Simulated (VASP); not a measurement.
Zr3MoC:

```
Zr Mo C
1.0
     4.94251    0.00000    0.00000
     0.00000    4.94251    0.00000
     0.00000    0.00000    4.94251
Zr Mo C
3 1 1
Direct
  0.50000 0.00000 0.00000
  0.00000 0.50000 0.00000
  0.00000 0.00000 0.50000
  0.00000 0.00000 0.00000
  0.50000 0.50000 0.50000
```

The cell was built by a generator and needn't be a form met in nature.

| Quantity | Value |
| --- | --- |
| Program | VASP 6.6.1 |
| Task | relaxation of cell and atoms |
| Functional | vdW-DF-cx |
| Potentials or basis | VASP PAW PBE potentials, release 64 (Zr_sv, Mo_sv, C) |
| Cutoff | 600 eV |
| k mesh | 5 × 5 × 5 |
| Occupations | fermi-dirac, width 0.05 eV |
| Spin | no spin polarisation |

At the start: pressure -1.7 GPa; volume 24.15 Å³/atom.

Task: Where does the relaxation end?

Result: Over 3 steps the energy falls by 2.6 meV/atom and the volume is 23.64 Å³/atom (-2.1 %); space group Pm-3m (No. 221, to 0.05 Å).

The path:
| step | energy change (eV) | largest force (eV/Å) | pressure (GPa) | volume (Å³) |
| --- | --- | --- | --- | --- |
| 1 | 0.0000 | 0.0000 | -1.65 | 120.74 |
| 2 | -0.0061 | 0.0000 | 1.36 | 116.43 |
| 3 | -0.0132 | 0.0000 | 0.01 | 118.21 |

Final structure:
```cif
data_structure
_symmetry_space_group_name_H-M 'P 1'
_symmetry_Int_Tables_number 1
_cell_length_a 4.9078
_cell_length_b 4.9078
_cell_length_c 4.9078
_cell_angle_alpha 90.000
_cell_angle_beta 90.000
_cell_angle_gamma 90.000
_cell_volume 118.21
loop_
_atom_site_label
_atom_site_type_symbol
_atom_site_fract_x
_atom_site_fract_y
_atom_site_fract_z
_atom_site_occupancy
Zr1 Zr 0.50000 0.00000 0.00000 1
Zr2 Zr 0.00000 0.50000 0.00000 1
Zr3 Zr 0.00000 0.00000 0.50000 1
Mo1 Mo 0.00000 0.00000 0.00000 1
C1 C 0.50000 0.50000 0.50000 1
```

Caveat: the PAW data sets were made with another functional, which shifts forces and pressure a little.
